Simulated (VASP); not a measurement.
```
Co
1.0
    1.26797    -2.17928     0.00000
    1.26797     2.17928     0.00000
    0.00000     0.00000     3.99937
Co
2
Direct
  0.33333   0.66667   0.25000
  0.69407   0.36073   0.75000
```
Starting moments (μB, in the order of the record's atoms Co Co): 1.8 1.8.

Level of theory: PBE GGA, VASP's PBE PAW potentials (set 64) (plane waves; VASP). Numerical set-up: 400 eV cut-off, KSPACING 0.25 per Å, first-order Methfessel-Paxton smearing of 0.10 eV, potentials Co.

Gaps are read on the run's mesh, which can miss a band edge.

**Question.** What does the run give for the cell moment, energy per atom (σ→0), pressure, largest force, band gap (on the k-mesh) with the smallest direct gap where there is one?

**Answer.** 
The band gap (on the k-mesh) is none (metal, semimetal or under 0.01 eV) and the cell moment is 3.24 μB. The energy per atom (σ→0) comes out as -7.028 eV/atom, the pressure comes out as -45.2 kbar and the largest force is 0.166 eV/Å.

**Question.** Give the moment on each site (PAW-sphere projection).

**Answer.** 
| site | moment (μB) |
|---|---|
| Co1 | 1.64 |
| Co2 | 1.64 |

The compound is Co in the hcp structure. The cell was not relaxed at this level, atoms are displaced from their ideal sites. The run is one of a series of settings (KGAMMA = .FALSE., KSPACING = 0.25, KPOINTS file removed against the base run), some of them coarse on purpose.
